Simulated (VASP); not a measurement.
Consider the following.

```yaml
crystal:
  lattice:
    - [0.00000, 2.04678, 2.04678]
    - [2.04678, 0.00000, 2.04678]
    - [2.04678, 2.04678, 0.00000]
  atoms:
    - { symbol: Au, position: [0.00000, 0.00000, 0.00000] }
```

Computed with vdW-DF-cx, VASP's PBE PAW potentials (set 64) (plane waves; VASP 6.6.1). Numerical set-up: 520 eV cut-off, Gaussian smearing of 0.050 eV, potentials Au.

Unless said otherwise, spin-orbit coupling is left out, though it shifts the bands of the heavy elements here.

Predict the band gap (along the path) with the smallest direct gap where there is one.

- band gap (along the path): none (metal, semimetal or under 0.01 eV)

Total energies compare only between runs with the same potentials, cut-off and functional.

The compound is Au in the fcc structure. It was relaxed first.
